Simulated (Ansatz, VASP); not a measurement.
**BeMoS3: VASP beside Ansatz**

Wanted: the spread between two codes on one cell, functional and k mesh. The cell is generated by rule, not measured, and may not be a known phase. The two relaxations start from unlike cells of this crystal (the structure described is Ansatz's start), so only their ends are compared.

Program: Ansatz 0.2.0. Level of theory: plane waves, with VASP 6.6.1 beside it; relaxation of cell and atoms at PBEsol. Results are calculated unless marked as measured.

The structure was built from a prototype and need not be the compound's stable phase.

### 1. The structure

Symmetry: Pm-3m, No. 221, cubic system. Conventional cell: a = 3.459 Å, b = 3.459 Å, c = 3.459 Å, α = 90.00°, β = 90.00°, γ = 90.00°. Nearest to Be lie 12 S at 2.45 Å. Nearest to Mo lie 6 S at 1.73 Å. S has 2 Mo at 1.73 Å and 4 Be at 2.45 Å nearest. Farther neighbours and most contacts between anions are not listed.

Coordinates:

```cif
data_structure
_symmetry_space_group_name_H-M 'Pm-3m'
_symmetry_Int_Tables_number 221
_cell_length_a 3.4588
_cell_length_b 3.4588
_cell_length_c 3.4588
_cell_angle_alpha 90.000
_cell_angle_beta 90.000
_cell_angle_gamma 90.000
_cell_volume 41.38
loop_
_atom_site_label
_atom_site_type_symbol
_atom_site_symmetry_multiplicity
_atom_site_Wyckoff_symbol
_atom_site_fract_x
_atom_site_fract_y
_atom_site_fract_z
_atom_site_occupancy
Be1 Be 1 b 0.50000 0.50000 0.50000 1
Mo1 Mo 1 a 0.00000 0.00000 0.00000 1
S1 S 3 d 0.00000 0.50000 0.00000 1
```

### 2. VASP: relaxation of cell and atoms, PBEsol

The relaxed volume is the usual yardstick between codes: in a stiff, nearly cubic crystal its relative difference is about their pressure difference at one cell divided by the bulk modulus.

Lines of VASP's logs that name or quote its potential files are left out, and so is its time.

The input, INCAR:

```
SYSTEM = BeMoS3
PREC = Accurate
ENCUT = 600
EDIFF = 1E-07
NELM = 120
ISMEAR = 0
SIGMA = 0.1
LREAL = .FALSE.
ALGO = Normal
GGA = PS
NBANDS = 23
LASPH = .TRUE.
LORBIT = 11
LWAVE = .FALSE.
LCHARG = .FALSE.
ISIF = 3
IBRION = 2
NSW = 80
EDIFFG = -0.005
GGA_COMPAT = .FALSE.
NELMIN = 4
KPAR = 2
```

The input, POSCAR:

```
BeMoS3
1.0
    4.6176337581      0.0000000000      0.0000000000
    0.0000000000      4.6176337581      0.0000000000
    0.0000000000      0.0000000000      4.6176337581
Be Mo S
1 1 3
Direct
    0.5000000000      0.5000000000      0.5000000000
    0.0000000000      0.0000000000      0.0000000000
    0.0000000000      0.5000000000      0.0000000000
    0.0000000000      0.0000000000      0.5000000000
    0.5000000000      0.0000000000      0.0000000000
```

The input, KPOINTS:

```
Automatic mesh
0
Gamma
6 6 6
0 0 0
```

Potentials, in the order of the species: Be, Mo_sv and S (PBE family, release 64).

The run is started by

```console
$ mpirun -np 2 vasp_std
```

Numbers of over 12 decimals in the logs are rounded to 6 here.

The log of the run:

```text
[banner, memory and clock lines left out]
running    2 mpi-ranks, on    1 nodes
 distrk:  each k-point on    1 cores,    2 groups
 distr:  one band on    1 cores,    1 groups

 POSCAR found type information on POSCAR BeMoS
 POSCAR found :  3 types and       5 ions
|                                                                             |
|               ----> ADVICE to this user running VASP <----                  |
|                                                                             |
|     You enforced a specific xc type in the INCAR file but a different       |
|     [... a line on the potential file left out ...]
|     I HOPE YOU KNOW WHAT YOU ARE DOING!                                     |
|                                                                             |

 LDA part: xc-table for (Slater+PW92), standard interpolation
 POSCAR, INCAR and KPOINTS ok, starting setup
 FFT: planning ... GRIDC
 FFT: planning ... GRID_SOFT
 FFT: planning ... GRID
 WAVECAR not read
 entering main loop
       N       E                     dE             d eps       ncg     rms          rms(c)
DAV:   1     0.249755193603E+03    0.24976E+03   -0.17532E+04   936   0.150E+03
DAV:   2    -0.123006366888E+02   -0.26206E+03   -0.25167E+03  1160   0.328E+02
DAV:   3    -0.290708871940E+02   -0.16770E+02   -0.16223E+02  1222   0.778E+01
DAV:   4    -0.294447908982E+02   -0.37390E+00   -0.37201E+00  1104   0.118E+01
DAV:   5    -0.294540998914E+02   -0.93090E-02   -0.93062E-02  1252   0.182E+00    0.278E+01
DAV:   6    -0.274737404148E+02    0.19804E+01   -0.12905E+01   948   0.228E+01    0.982E+00
DAV:   7    -0.270263702672E+02    0.44737E+00   -0.49014E+00  1032   0.159E+01    0.887E+00
DAV:   8    -0.267072232517E+02    0.31915E+00   -0.10046E+00  1018   0.681E+00    0.214E+00
DAV:   9    -0.267021977433E+02    0.50255E-02   -0.60253E-02  1123   0.136E+00    0.640E-01
DAV:  10    -0.267014407321E+02    0.75701E-03   -0.57262E-03  1053   0.575E-01    0.159E-01
DAV:  11    -0.267012890158E+02    0.15172E-03   -0.78071E-04  1095   0.202E-01    0.337E-02
DAV:  12    -0.267012708551E+02    0.18161E-04   -0.10301E-04  1137   0.601E-02    0.119E-02
DAV:  13    -0.267012713892E+02   -0.53414E-06   -0.54802E-06  1102   0.164E-02    0.581E-03
DAV:  14    -0.267012713339E+02    0.55331E-07   -0.82042E-07  1190   0.450E-03
   1 F= -.26701271E+02 E0= -.26688906E+02  d E =-.267013E+02
 curvature:   0.00 expect dE= 0.000E+00 dE for cont linesearch  0.000E+00
 trial: gam= 0.00000 g(F)=  0.000E+00 g(S)=  0.711E-03 ort = 0.000E+00 (trialstep = 0.100E+01)
 search vector abs. value=  0.711E-03
 bond charge predicted
       N       E                     dE             d eps       ncg     rms          rms(c)
DAV:   1    -0.267088605898E+02   -0.75892E-02   -0.13763E-01   990   0.306E+00    0.878E-01
DAV:   2    -0.267075854162E+02    0.12752E-02   -0.65602E-02   990   0.172E+00    0.497E-01
DAV:   3    -0.267015807434E+02    0.60047E-02   -0.18225E-02   991   0.826E-01    0.141E-01
DAV:   4    -0.267013462905E+02    0.23445E-03   -0.11692E-03   969   0.253E-01    0.418E-02
DAV:   5    -0.267013343180E+02    0.11972E-04   -0.77108E-05  1113   0.656E-02    0.417E-02
DAV:   6    -0.267013303475E+02    0.39705E-05   -0.81019E-06  1117   0.201E-02    0.180E-02
DAV:   7    -0.267013275717E+02    0.27759E-05   -0.31811E-06  1025   0.124E-02    0.401E-03
DAV:   8    -0.267013273066E+02    0.26504E-06   -0.11805E-07   796   0.287E-03    0.990E-04
DAV:   9    -0.267013274058E+02   -0.99157E-07   -0.18395E-08   621   0.104E-03
   2 F= -.26701327E+02 E0= -.26688950E+02  d E =-.560719E-04
 trial-energy change:   -0.000056  1 .order   -0.000066   -0.000711    0.000580
 step:   0.5397(harm=  0.5510)  dis= 0.00000  next Energy=   -26.701462 (dE=-0.190E-03)
 bond charge predicted
       N       E                     dE             d eps       ncg     rms          rms(c)
DAV:   1    -0.267030317859E+02   -0.17045E-02   -0.29112E-02   976   0.141E+00    0.408E-01
DAV:   2    -0.267026861008E+02    0.34569E-03   -0.13304E-02   997   0.768E-01    0.225E-01
DAV:   3    -0.267015133471E+02    0.11728E-02   -0.36800E-03   991   0.378E-01    0.677E-02
DAV:   4    -0.267014573932E+02    0.55954E-04   -0.26674E-04   955   0.124E-01    0.204E-02
DAV:   5    -0.267014580201E+02   -0.62691E-06   -0.18594E-05  1075   0.310E-02    0.204E-02
DAV:   6    -0.267014586219E+02   -0.60184E-06   -0.12962E-06  1076   0.835E-03    0.102E-02
DAV:   7    -0.267014601766E+02   -0.15547E-05   -0.78367E-07  1053   0.546E-03    0.214E-03
DAV:   8    -0.267014603542E+02   -0.17758E-06   -0.20546E-08   579   0.110E-03    0.719E-04
DAV:   9    -0.267014602886E+02    0.65584E-07   -0.37808E-09   551   0.511E-04
   3 F= -.26701460E+02 E0= -.26689089E+02  d E =-.188955E-03
 curvature:  -0.28 expect dE=-0.156E-07 dE for cont linesearch -0.156E-07
 trial: gam=-0.00884 g(F)=  0.373E-67 g(S)=  0.566E-07 ort = 0.635E-05 (trialstep = 0.908E+00)
 search vector abs. value=  0.105E-09
 reached required accuracy - stopping structural energy minimisation
```

From OUTCAR (step 2):

```text
ion  position               nearest neighbor table
   1  0.500  0.500  0.500-
   2  0.000  0.000  0.000-   3 2.31   4 2.31   5 2.31   4 2.31   3 2.31   5 2.31
   3  0.000  0.500  0.000-   2 2.31   2 2.31
   4  0.000  0.000  0.500-   2 2.31   2 2.31
   5  0.500  0.000  0.000-   2 2.31   2 2.31

  LATTYP: Found a simple cubic cell.
 ALAT       =     4.6176337581

 Subroutine GETGRP returns: Found 48 space group operations
 (whereof 48 operations were pure point group operations)

The static configuration has the point symmetry O_h .

 Found     20 irreducible k-points:

   k-points           NKPTS =     20   k-points in BZ     NKDIM =     20   number of bands    NBANDS=     23

   dimension x,y,z NGX =    40 NGY =   40 NGZ =   40
   dimension x,y,z NGXF=    80 NGYF=   80 NGZF=   80

   ENCUT  =  600.0 eV  44.10 Ry    6.64 a.u.   9.22  9.22  9.22*2*pi/ulx,y,z

   NELECT =      34.0000    total number of electrons

 k-points in reciprocal lattice and weights: Automatic mesh
   0.00000000  0.00000000  0.00000000       0.005
   0.16666667  0.00000000  0.00000000       0.028
   0.33333333  0.00000000  0.00000000       0.028
   0.50000000  0.00000000  0.00000000       0.014
   0.16666667  0.16666667  0.00000000       0.056
   0.33333333  0.16666667  0.00000000       0.111
   0.50000000  0.16666667  0.00000000       0.056
   0.33333333  0.33333333  0.00000000       0.056
   0.50000000  0.33333333  0.00000000       0.056
[...]
0.50000000  0.50000000  0.33333333       0.028
   0.50000000  0.50000000  0.50000000       0.005

 average (electrostatic) potential at core
       1 -37.1626       2 -77.3460       3 -86.6993       4 -86.6993       5 -86.6993

 E-fermi :   4.8446

 k-point     1 :       0.0000    0.0000    0.0000
  band No.  band energies     occupation
    ...
     16       3.4713      2.00000
     17       3.7384      2.00000
     18       4.1268      2.00000
     19       4.1268      2.00000
     20       4.1268      2.00000
     21       5.5910      0.00000
     22       5.5910      0.00000
     23       9.5879      0.00000

 k-point     2 :       0.1667    0.0000    0.0000
  band No.  band energies     occupation
    ...
     16       3.8945      2.00000
     17       3.8945      2.00000
     18       4.4357      2.00000
     19       4.7282      1.90029
     20       4.7282      1.90029
     21       5.6096      0.00000
     22       6.7101      0.00000
     23       9.0790      0.00000

 k-point     3 :       0.3333    0.0000    0.0000
  band No.  band energies     occupation
    ...
     13       1.6253      2.00000
     14       2.9971      2.00000
     15       3.2052      2.00000
     16       3.9935      2.00000
     17       3.9935      2.00000
     18       5.4499      0.00000
     19       5.6367      0.00000
     20       5.7700      0.00000
     21       5.7700      0.00000
     22       7.3057      0.00000
    ...

  Total        0.0013986      0.0013986      0.0013986     -0.0000000      0.0000000     -0.0000000
  in kB        0.0227030      0.0227030      0.0227030     -0.0000000      0.0000000     -0.0000000
  external PRESSURE =       0.0227030 kB  Pullay stress =       0.0000000 kB

  energy-cutoff  :      600.00
  volume of cell :       98.70
      direct lattice vectors                 reciprocal lattice vectors
     4.621403236  0.000000000 -0.000000000     0.216384494 -0.000000000  0.000000000
     0.000000000  4.621403236  0.000000000    -0.000000000  0.216384494 -0.000000000
    -0.000000000  0.000000000  4.621403236     0.000000000 -0.000000000  0.216384494

 POSITION                                       TOTAL-FORCE (eV/Angst)
 -----------------------------------------------------------------------------------
      2.31070      2.31070      2.31070         0.000000      0.000000      0.000000
      0.00000      0.00000      0.00000         0.000000     -0.000000      0.000000
      0.00000      2.31070      0.00000        -0.000000      0.000000      0.000000
     -0.00000      0.00000      2.31070        -0.000000      0.000000      0.000000
      2.31070      0.00000     -0.00000        -0.000000     -0.000000      0.000000
 -----------------------------------------------------------------------------------
    total drift:                               -0.000000      0.000000     -0.000000

  FREE ENERGIE OF THE ION-ELECTRON SYSTEM (eV)
  ---------------------------------------------------
  free  energy   TOTEN  =       -26.7014602886 eV

  energy  without entropy=      -26.6767172475  energy(sigma->0) =      -26.68908877

 reached required accuracy - stopping structural energy minimisation

 total charge
# of ion       s       p       d       tot
------------------------------------------
    1        0.427   0.093   0.000   0.521
    2        2.315   6.243   3.954  12.512
    3        1.350   2.337   0.000   3.687
    4        1.350   2.337   0.000   3.687
    5        1.350   2.337   0.000   3.687
--------------------------------------------------
tot          6.793  13.346   3.954  24.094

[... 3 further parts left out ...]
```

This run has no spin polarisation, so a moment on Mo, if there is one, isn't seen. The k-mesh is coarse for a metal. The PAW data sets were made with PBE, which is usual practice but a small mismatch for other functionals. The run keeps the 48 symmetry operations of its start, so it cannot find a distortion of lower symmetry.

(Part 1 of 2 ends here.)

[Lines on the potential files, build, host, timing and source positions are cut from VASP's logs without a mark.]

[Logs are printed without paths, hosts, clocks, repeated set-up lines and the standing remarks that a program may print on its own settings, such as how far it seeks lower states.]

[Hosts, paths, dates, database ids (printed as entryN), source tags and the programs' standing remarks are cut or masked in the printed files.]
